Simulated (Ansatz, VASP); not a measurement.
**Cross-check of HfC between VASP and Ansatz**

Aim: how closely do two programs agree when they are given the same cell, functional and k mesh? The cell is generated by rule, not measured, and may not be a known phase. The cell is taken from a series of runs on this material, whose earlier steps may have relaxed, scaled, displaced or heated it; both programs get it as it stands.

Main program and level: Ansatz 0.2.0; plane waves, with VASP 6.6.1 beside it; zone-centre phonons at PBEsol.

The structure was built from a prototype and need not be the compound's stable phase.

## Step 1: The structure

It takes space group P6_3/mmc (No. 194, hexagonal). Conventional cell: a = 3.818 Å, b = 3.818 Å, c = 4.597 Å, α = 90.00°, β = 90.00°, γ = 120.00°. Hf has 5 C at 2.20 to 2.30 Å nearest. C has 5 Hf at 2.20 to 2.30 Å nearest. Farther neighbours are not listed. That group holds within 0.01 Å; judged at 0.001 Å it is P6_3mc (No. 186).

## Step 2: VASP: zone-centre phonons, PBEsol

Second derivatives magnify differences that forces hide, and they need a tight electronic threshold.

Lines of VASP's logs that name or quote its potential files are left out, and so is its time.

INCAR reads:

```
SYSTEM = HfC
PREC = Accurate
ENCUT = 600
EDIFF = 1E-08
NELM = 120
ISMEAR = 1
SIGMA = 0.2
LREAL = .FALSE.
ALGO = Normal
GGA = PS
NBANDS = 20
LASPH = .TRUE.
LORBIT = 11
LWAVE = .FALSE.
LCHARG = .FALSE.
ISIF = 2
IBRION = 8
GGA_COMPAT = .FALSE.
KPAR = 2
```

POSCAR reads:

```
HfC
1.0
    3.8183073723      0.0000000000      0.0000000000
   -1.9091536862      3.3067511839      0.0000000000
    0.0000000000      0.0000000000      4.5974083482
Hf C
2 2
Direct
    0.3333333333      0.6666666667      0.9376548344
    0.6666666667      0.3333333333      0.4376548344
    0.3333333333      0.6666666667      0.4373451656
    0.6666666667      0.3333333333      0.9373451656
```

KPOINTS reads:

```
Automatic mesh
0
Gamma
12 12 12
0 0 0
```

Potentials, in the order of the species: Hf_pv and C (PBE family, release 64).

Command:

```console
mpirun -np 2 vasp_std
```

Numbers of over 12 decimals in the logs are rounded to 6 here.

Log:

```text
[banner, memory and clock lines left out]
running    2 mpi-ranks, on    1 nodes
 distrk:  each k-point on    1 cores,    2 groups
 distr:  one band on    1 cores,    1 groups

 POSCAR found type information on POSCAR HfC
 POSCAR found :  2 types and       4 ions
|                                                                             |
|               ----> ADVICE to this user running VASP <----                  |
|                                                                             |
|     You enforced a specific xc type in the INCAR file but a different       |
|     [... a line on the potential file left out ...]
|     I HOPE YOU KNOW WHAT YOU ARE DOING!                                     |
|                                                                             |

 LDA part: xc-table for (Slater+PW92), standard interpolation
 POSCAR, INCAR and KPOINTS ok, starting setup
 FFT: planning ... GRIDC
 FFT: planning ... GRID_SOFT
 FFT: planning ... GRID
 WAVECAR not read
 entering main loop
       N       E                     dE             d eps       ncg     rms          rms(c)
DAV:   1     0.106587497392E+03    0.10659E+03   -0.16828E+04  5320   0.150E+03
DAV:   2    -0.434781536658E+02   -0.15007E+03   -0.14474E+03  6824   0.327E+02
DAV:   3    -0.502252213105E+02   -0.67471E+01   -0.67009E+01  6708   0.510E+01
DAV:   4    -0.503173393797E+02   -0.92118E-01   -0.92032E-01  6972   0.651E+00
DAV:   5    -0.503184954198E+02   -0.11560E-02   -0.11559E-02  6756   0.671E-01    0.822E+01
DAV:   6    -0.432219374082E+02    0.70966E+01   -0.45925E+01  5932   0.267E+01    0.570E+01
DAV:   7    -0.431319651451E+02    0.89972E-01   -0.22859E+00  6312   0.844E+00    0.267E+01
DAV:   8    -0.431100720405E+02    0.21893E-01   -0.99487E-02  6636   0.211E+00    0.547E+00
DAV:   9    -0.431007790529E+02    0.92930E-02   -0.61764E-02  6212   0.108E+00    0.270E+00
DAV:  10    -0.430997247188E+02    0.10543E-02   -0.52899E-03  6696   0.437E-01    0.137E-01
DAV:  11    -0.430997478352E+02   -0.23116E-04   -0.38725E-04  6508   0.124E-01    0.179E-01
DAV:  12    -0.430997362135E+02    0.11622E-04   -0.17846E-05  6500   0.278E-02    0.780E-02
DAV:  13    -0.430997338534E+02    0.23601E-05   -0.12066E-05  6824   0.205E-02    0.132E-02
DAV:  14    -0.430997339704E+02   -0.11697E-06   -0.88981E-07  6368   0.537E-03    0.128E-03
DAV:  15    -0.430997339193E+02    0.51097E-07   -0.55149E-08  6540   0.138E-03    0.151E-03
DAV:  16    -0.430997339154E+02    0.38626E-08   -0.22474E-09  3824   0.337E-04
   1 F= -.43099734E+02 E0= -.43100063E+02  d E =0.988493E-03
 Linear response reoptimize wavefunctions to high precision
DAV:   1    -0.430997339209E+02   -0.55220E-08   -0.37079E-10  3956   0.134E-04
DAV:   2    -0.430997339210E+02   -0.69122E-10   -0.49475E-11  3784   0.522E-05
 Linear response DOF=           4
 Linear response progress:
  Degree of freedom:   1/  4
       N       E                     dE             d eps       ncg     rms          rms(c)
RMM:   1    -0.227160835937E+00   -0.22716E+00    0.38209E+00 36996   0.114E+01
RMM:   2    -0.223757663260E+00    0.34032E-02   -0.50174E-02 52719   0.132E+00    0.845E-01
RMM:   3    -0.223626052197E+00    0.13161E-03   -0.25190E-03 63763   0.209E-01    0.503E-01
RMM:   4    -0.223137235067E+00    0.48882E-03   -0.29022E-04 73668   0.909E-02    0.190E-01
RMM:   5    -0.222925199648E+00    0.21204E-03   -0.28319E-05 74176   0.321E-02    0.172E-02
RMM:   6    -0.222899138299E+00    0.26061E-04   -0.20352E-05 70923   0.125E-02    0.557E-03
RMM:   7    -0.222896526449E+00    0.26118E-05    0.12782E-07 81356   0.426E-03    0.452E-03
RMM:   8    -0.222894036590E+00    0.24899E-05    0.36738E-08 79662   0.171E-03    0.523E-04
RMM:   9    -0.222895000408E+00   -0.96382E-06    0.86788E-08 79860   0.930E-04    0.236E-04
RMM:  10    -0.222894815062E+00    0.18535E-06   -0.35555E-07 82400   0.614E-04    0.834E-05
RMM:  11    -0.222894846396E+00   -0.31334E-07   -0.15726E-07 83444   0.489E-04    0.703E-05
RMM:  12    -0.222894891252E+00   -0.44856E-07   -0.28274E-07 82215   0.432E-04    0.153E-05
RMM:  13    -0.222894894351E+00   -0.30988E-08   -0.16853E-07 84481   0.404E-04    0.133E-05
RMM:  14    -0.222894883012E+00    0.11338E-07   -0.17563E-07 82786   0.391E-04    0.807E-06
RMM:  15    -0.222894881484E+00    0.15282E-08   -0.17800E-07 82577   0.383E-04    0.550E-06
RMM:  16    -0.222894879015E+00    0.24688E-08   -0.19017E-07 80795   0.380E-04    0.249E-06
RMM:  17    -0.222894880381E+00   -0.13662E-08   -0.16109E-07 78735   0.378E-04    0.254E-06
RMM:  18    -0.222894878858E+00    0.15238E-08   -0.13800E-07 78619   0.377E-04    0.142E-06
RMM:  19    -0.222894879691E+00   -0.83391E-09   -0.15502E-07 78125   0.377E-04    0.135E-06
RMM:  20    -0.222894877834E+00    0.18570E-08   -0.13457E-07 77691   0.377E-04    0.127E-06
RMM:  21    -0.222894878828E+00   -0.99400E-09   -0.12745E-07 77585   0.377E-04    0.151E-06
 first order change of Fermi-energy  -0.15804E-06
 force on displaced ion       1 direction 1 : -17.314   0.000  -0.000
 Linear response progress:
  Degree of freedom:   2/  4
       N       E                     dE             d eps       ncg     rms          rms(c)
RMM:   1    -0.238362539715E+00   -0.23836E+00    0.42030E+00  8543   0.115E+01
RMM:   2    -0.236604936681E+00    0.17576E-02   -0.52503E-02 11662   0.133E+00    0.776E-01
RMM:   3    -0.236293612723E+00    0.31132E-03   -0.27254E-03 13792   0.231E-01    0.397E-01
RMM:   4    -0.235838941040E+00    0.45467E-03   -0.33247E-04 15622   0.951E-02    0.185E-01
RMM:   5    -0.235542944516E+00    0.29600E-03   -0.30189E-05 15563   0.429E-02    0.234E-02
RMM:   6    -0.235494055708E+00    0.48889E-04    0.23889E-05 17074   0.118E-02    0.610E-03
RMM:   7    -0.235496541760E+00   -0.24861E-05    0.14068E-05 16096   0.464E-03    0.400E-03
RMM:   8    -0.235494904936E+00    0.16368E-05    0.18095E-05 17603   0.175E-03    0.184E-03
RMM:   9    -0.235493330539E+00    0.15744E-05    0.97347E-06 16584   0.975E-04    0.187E-04
RMM:  10    -0.235493237467E+00    0.93071E-07    0.55044E-06 18041   0.601E-04    0.117E-04
RMM:  11    -0.235493271257E+00   -0.33790E-07    0.26327E-06 18070   0.471E-04    0.582E-05
RMM:  12    -0.235493231116E+00    0.40141E-07    0.12597E-06 17989   0.423E-04    0.269E-05
RMM:  13    -0.235493232121E+00   -0.10047E-08    0.50240E-07 18116   0.394E-04    0.290E-06
RMM:  14    -0.235493233994E+00   -0.18735E-08    0.19526E-07 17656   0.382E-04    0.793E-06
RMM:  15    -0.235493235448E+00   -0.14534E-08    0.45241E-08 17506   0.375E-04    0.508E-06
 first order change of Fermi-energy   0.72595E-01
 force on displaced ion       1 direction 3 :   0.000   0.000 -14.362
 Linear response progress:
  Degree of freedom:   3/  4
       N       E                     dE             d eps       ncg     rms          rms(c)
RMM:   1    -0.126394769035E+00   -0.12639E+00    0.43100E-02 72612   0.182E+00
RMM:   2    -0.122562938610E+00    0.38318E-02   -0.57819E-03 59063   0.357E-01    0.813E-01
RMM:   3    -0.122549152068E+00    0.13787E-04   -0.17214E-03 56981   0.206E-01    0.450E-01
RMM:   4    -0.123552019605E+00   -0.10029E-02   -0.11008E-03 56458   0.159E-01    0.518E-02
RMM:   5    -0.123384529029E+00    0.16749E-03   -0.55292E-05 62297   0.402E-02    0.215E-02
RMM:   6    -0.123338644168E+00    0.45885E-04   -0.37707E-06 64178   0.967E-03    0.436E-03
RMM:   7    -0.123324460063E+00    0.14184E-04   -0.48475E-07 63297   0.440E-03    0.171E-03
RMM:   8    -0.123321934624E+00    0.25254E-05    0.13030E-07 65344   0.101E-03    0.713E-04
RMM:   9    -0.123324045459E+00   -0.21108E-05    0.92627E-08 66168   0.417E-04    0.370E-04
RMM:  10    -0.123324054621E+00   -0.91628E-08   -0.20049E-07 68399   0.198E-04    0.412E-05
RMM:  11    -0.123324236825E+00   -0.18220E-06   -0.53629E-08 69984   0.134E-04    0.151E-05
RMM:  12    -0.123324174262E+00    0.62563E-07   -0.41025E-09 71459   0.118E-04    0.586E-06
RMM:  13    -0.123324184915E+00   -0.10653E-07   -0.34273E-08 69370   0.112E-04    0.165E-06
RMM:  14    -0.123324186415E+00   -0.15001E-08   -0.16241E-08 67782   0.110E-04    0.606E-07
 first order change of Fermi-energy  -0.53205E-05
 force on displaced ion       3 direction 1 : -14.129  -0.001   0.000
 Linear response progress:
  Degree of freedom:   4/  4
       N       E                     dE             d eps       ncg     rms          rms(c)
RMM:   1    -0.132445453926E+00   -0.13245E+00    0.42719E-02 15652   0.184E+00
RMM:   2    -0.127610957461E+00    0.48345E-02   -0.76594E-03 13220   0.380E-01    0.710E-01
RMM:   3    -0.127592619939E+00    0.18338E-04   -0.25309E-03 11990   0.236E-01    0.323E-01
RMM:   4    -0.128415565896E+00   -0.82295E-03   -0.88608E-04 12666   0.129E-01    0.552E-02
RMM:   5    -0.128507818140E+00   -0.92252E-04   -0.70101E-05 13273   0.405E-02    0.151E-02
RMM:   6    -0.128504903065E+00    0.29151E-05   -0.12015E-05 14167   0.923E-03    0.419E-03
RMM:   7    -0.128482940904E+00    0.21962E-04   -0.38789E-06 13287   0.339E-03    0.950E-04
RMM:   8    -0.128484178142E+00   -0.12372E-05   -0.12384E-06 14373   0.980E-04    0.428E-04
RMM:   9    -0.128485889745E+00   -0.17116E-05   -0.51454E-07 14487   0.369E-04    0.168E-04
RMM:  10    -0.128486834988E+00   -0.94524E-06   -0.22681E-07 14167   0.228E-04    0.397E-05
RMM:  11    -0.128486747462E+00    0.87525E-07   -0.10491E-07 15109   0.143E-04    0.958E-06
RMM:  12    -0.128486757864E+00   -0.10401E-07   -0.91446E-08 15416   0.123E-04    0.331E-06
RMM:  13    -0.128486748993E+00    0.88710E-08   -0.27226E-08 15417   0.119E-04    0.462E-07
 first order change of Fermi-energy  -0.72974E-01
 force on displaced ion       3 direction 3 :  -0.000  -0.000  -6.849
 Linear response finished
```

Parts of OUTCAR (step 2):

```text
ion  position               nearest neighbor table
   1  0.333  0.667  0.938-   4 2.20   4 2.20   4 2.20   3 2.30   3 2.30   2 3.18   2 3.18   2 3.18
                             2 3.18   2 3.18   2 3.18
   2  0.667  0.333  0.438-   3 2.20   3 2.20   3 2.20   4 2.30   4 2.30   1 3.18   1 3.18   1 3.18
                             1 3.18   1 3.18   1 3.18
   3  0.333  0.667  0.437-   2 2.20   2 2.20   2 2.20   1 2.30   1 2.30
   4  0.667  0.333  0.937-   1 2.20   1 2.20   1 2.20   2 2.30   2 2.30

  LATTYP: Found a hexagonal cell.
 ALAT       =     3.8183073723
 C/A-ratio  =     1.2040435460

 Subroutine GETGRP returns: Found 12 space group operations
 (whereof  6 operations were pure point group operations)

The static configuration has the point symmetry C_3v.
 The point group associated with its full space group is C_6v.

 Found    133 irreducible k-points:

   k-points           NKPTS =    133   k-points in BZ     NKDIM =    133   number of bands    NBANDS=     20

   dimension x,y,z NGX =    32 NGY =   32 NGZ =   40
   dimension x,y,z NGXF=    64 NGYF=   64 NGZF=   80

   ENCUT  =  600.0 eV  44.10 Ry    6.64 a.u.   7.63  7.63  9.18*2*pi/ulx,y,z

   NELECT =      28.0000    total number of electrons

 k-points in reciprocal lattice and weights: Automatic mesh
   0.00000000  0.00000000  0.00000000       0.001
   0.08333333 -0.00000000  0.00000000       0.003
   0.16666667  0.00000000  0.00000000       0.003
   0.25000000  0.00000000  0.00000000       0.003
   0.33333333  0.00000000  0.00000000       0.003
   0.41666667 -0.00000000  0.00000000       0.003
   0.50000000  0.00000000  0.00000000       0.002
   0.08333333  0.08333333  0.00000000       0.003
   0.16666667  0.08333333  0.00000000       0.007
[...]
0.33333333  0.25000000  0.50000000       0.007
   0.33333333  0.33333333  0.50000000       0.001

 average (electrostatic) potential at core
       1 -36.5579       2 -36.5579       3 -48.9020       4 -48.9020

  Total       -0.1665054     -0.1665054     -0.2260303      0.0000000      0.0000000      0.0000000
  in kB       -4.5957182     -4.5957182     -6.2386673      0.0000000      0.0000000      0.0000000
  external PRESSURE =      -5.1433679 kB  Pullay stress =       0.0000000 kB

  energy-cutoff  :      600.00
  volume of cell :       58.05
      direct lattice vectors                 reciprocal lattice vectors
     3.818307372  0.000000000  0.000000000     0.261896150  0.151205813  0.000000000
    -1.909153686  3.306751184  0.000000000     0.000000000  0.302411625  0.000000000
     0.000000000  0.000000000  4.597408348     0.000000000  0.000000000  0.217513852

 POSITION                                       TOTAL-FORCE (eV/Angst)
 -----------------------------------------------------------------------------------
     -0.00000      2.20450      4.31078         0.000000      0.000000     -0.001096
      1.90915      1.10225      2.01208        -0.000000      0.000000     -0.001096
     -0.00000      2.20450      2.01065         0.000000      0.000000      0.001096
      1.90915      1.10225      4.30936        -0.000000      0.000000      0.001096
 -----------------------------------------------------------------------------------
    total drift:                               -0.000000      0.000000     -0.000005

 Eigenvectors and eigenvalues of the dynamical matrix
 ----------------------------------------------------

   1 f  =   17.459171 THz   109.699206 2PiTHz  582.375256 cm-1    72.205297 meV
             X         Y         Z           dx          dy          dz
     -0.000000  2.204501  4.310782     0.041962   -0.075123   -0.000000
      1.909154  1.102250  2.012078    -0.041962    0.075123    0.000000
     -0.000000  2.204501  2.010654     0.342266   -0.612740    0.000000
      1.909154  1.102250  4.309358    -0.342266    0.612740   -0.000000

   2 f  =   17.459171 THz   109.699206 2PiTHz  582.375256 cm-1    72.205297 meV
             X         Y         Z           dx          dy          dz
     -0.000000  2.204501  4.310782     0.075123    0.041962   -0.000000
      1.909154  1.102250  2.012078    -0.075123   -0.041962   -0.000000
     -0.000000  2.204501  2.010654     0.612740    0.342266   -0.000000
      1.909154  1.102250  4.309358    -0.612740   -0.342266    0.000000

   3 f  =   17.110834 THz   107.510539 2PiTHz  570.755977 cm-1    70.764690 meV
             X         Y         Z           dx          dy          dz
     -0.000000  2.204501  4.310782     0.086584   -0.155011   -0.000000
      1.909154  1.102250  2.012078     0.086584   -0.155011    0.000000
     -0.000000  2.204501  2.010654    -0.333774    0.597553    0.000000
      1.909154  1.102250  4.309358    -0.333774    0.597553   -0.000000

   4 f  =   17.110834 THz   107.510539 2PiTHz  570.755977 cm-1    70.764690 meV
             X         Y         Z           dx          dy          dz
     -0.000000  2.204501  4.310782    -0.155011   -0.086584    0.000000
      1.909154  1.102250  2.012078    -0.155011   -0.086584    0.000000
     -0.000000  2.204501  2.010654     0.597553    0.333774    0.000000
      1.909154  1.102250  4.309358     0.597553    0.333774   -0.000000

   5 f  =   16.203923 THz   101.812250 2PiTHz  540.504689 cm-1    67.014010 meV
             X         Y         Z           dx          dy          dz
     -0.000000  2.204501  4.310782     0.000000   -0.000000   -0.004983
      1.909154  1.102250  2.012078     0.000000   -0.000000    0.004983
     -0.000000  2.204501  2.010654    -0.000000    0.000000   -0.707089
      1.909154  1.102250  4.309358    -0.000000    0.000000    0.707089

   6 f  =    6.183452 THz    38.851774 2PiTHz  206.257755 cm-1    25.572691 meV
             X         Y         Z           dx          dy          dz
     -0.000000  2.204501  4.310782     0.000000    0.000000    0.707089
      1.909154  1.102250  2.012078    -0.000000   -0.000000   -0.707089
     -0.000000  2.204501  2.010654     0.000000   -0.000000   -0.004983
      1.909154  1.102250  4.309358    -0.000000   -0.000000    0.004983

   7 f  =    4.980888 THz    31.295844 2PiTHz  166.144549 cm-1    20.599289 meV
             X         Y         Z           dx          dy          dz
     -0.000000  2.204501  4.310782    -0.342294    0.612724   -0.000000
      1.909154  1.102250  2.012078     0.342294   -0.612724    0.000000
     -0.000000  2.204501  2.010654     0.041966   -0.075121    0.000000
      1.909154  1.102250  4.309358    -0.041966    0.075121    0.000000

   8 f  =    4.980888 THz    31.295844 2PiTHz  166.144549 cm-1    20.599289 meV
             X         Y         Z           dx          dy          dz
     -0.000000  2.204501  4.310782    -0.612724   -0.342294    0.000000
      1.909154  1.102250  2.012078     0.612724    0.342294   -0.000000
     -0.000000  2.204501  2.010654     0.075121    0.041966   -0.000000
      1.909154  1.102250  4.309358    -0.075121   -0.041966   -0.000000

   9 f  =    4.152577 THz    26.091413 2PiTHz  138.515071 cm-1    17.173672 meV
             X         Y         Z           dx          dy          dz
     -0.000000  2.204501  4.310782     0.000000   -0.000000   -0.177228
      1.909154  1.102250  2.012078    -0.000000    0.000000   -0.177228
     -0.000000  2.204501  2.010654    -0.000000    0.000000    0.684536
      1.909154  1.102250  4.309358     0.000000   -0.000000    0.684536

  10 f/i=    0.000042 THz     0.000262 2PiTHz    0.001390 cm-1     0.000172 meV
             X         Y         Z           dx          dy          dz
     -0.000000  2.204501  4.310782     0.444611   -0.520380    0.000000
      1.909154  1.102250  2.012078     0.444611   -0.520380    0.000000
     -0.000000  2.204501  2.010654     0.115337   -0.134992    0.000000
      1.909154  1.102250  4.309358     0.115337   -0.134992    0.000000

  11 f/i=    0.000042 THz     0.000262 2PiTHz    0.001390 cm-1     0.000172 meV
             X         Y         Z           dx          dy          dz
     -0.000000  2.204501  4.310782    -0.520380   -0.444611   -0.000000
      1.909154  1.102250  2.012078    -0.520380   -0.444611   -0.000000
     -0.000000  2.204501  2.010654    -0.134992   -0.115337   -0.000000
      1.909154  1.102250  4.309358    -0.134992   -0.115337   -0.000000

  12 f/i=    0.001964 THz     0.012338 2PiTHz    0.065499 cm-1     0.008121 meV
             X         Y         Z           dx          dy          dz
     -0.000000  2.204501  4.310782     0.000000    0.000000   -0.684536
      1.909154  1.102250  2.012078     0.000000    0.000000   -0.684536
     -0.000000  2.204501  2.010654     0.000000    0.000000   -0.177228
      1.909154  1.102250  4.309358     0.000000    0.000000   -0.177228

 ELASTIC MODULI CONTR FROM IONIC RELAXATION (kBar)
 Direction    XX          YY          ZZ          XY          YZ          ZX
 --------------------------------------------------------------------------------
 XX        -565.9669    565.5141      0.6221      0.0000     -0.0000     -0.0000
 YY         565.5141   -565.9669      0.6221      0.0000      0.0000      0.0000
 ZZ           0.6221      0.6221     -1.7092     -0.0000     -0.0000     -0.0000
 XY           0.0000      0.0000     -0.0000   -565.7405     -0.0000     -0.0000
 YZ          -0.0000      0.0000     -0.0000     -0.0000     -0.0017      0.0000
 ZX          -0.0000      0.0000     -0.0000     -0.0000      0.0000     -0.0000
 --------------------------------------------------------------------------------
```

[end of part 1 of 2]

[Lines on the potential files, build, host, timing and source positions are cut from VASP's logs without a mark.]

[Logs are printed without paths, hosts, clocks, repeated set-up lines and the standing remarks that a program may print on its own settings, such as how far it seeks lower states.]

[Hosts, paths, dates, database ids (printed as entryN), source tags and the programs' standing remarks are cut or masked in the printed files.]
